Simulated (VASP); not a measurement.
Data:

```
CELL_PARAMETERS angstrom
      3.93600     0.00000     0.00000
      0.00000     3.93600     0.00000
      0.00000     0.00000     6.91300
ATOMIC_POSITIONS crystal
  Pd 0.50000 0.00000 0.72620
  Pd 0.00000 0.50000 0.72620
  Pd 0.50000 0.00000 0.27380
  Pd 0.00000 0.50000 0.27380
  Pd 0.00000 0.00000 0.00000
  Zn 0.50000 0.50000 0.00000
  Se 0.00000 0.00000 0.50000
```

Calculation: PBEsol GGA, VASP's PBE PAW potentials (set 64) (plane waves; VASP). Settings: 300 eV cut-off, 4×4×3 Γ-centred mesh, Fermi-Dirac smearing of 0.10 eV, potentials Pd Zn Se.

**Question.** Predict the energy per atom (σ→0), band gap (on the k-mesh) with the smallest direct gap where there is one.

**Answer.** 
* **band gap (on the k-mesh)**: none (metal, semimetal or under 0.01 eV)
* **energy per atom (σ→0)**: -5.368 eV/atom

The structure comes from a measured ZnPd5Se entry of the Crystallography Open Database, whose conditions weren't checked. The cell was not relaxed at this level. The k-mesh is coarse (spacing up to 0.40 per Å, 2π included), so the numbers may not be converged in it.
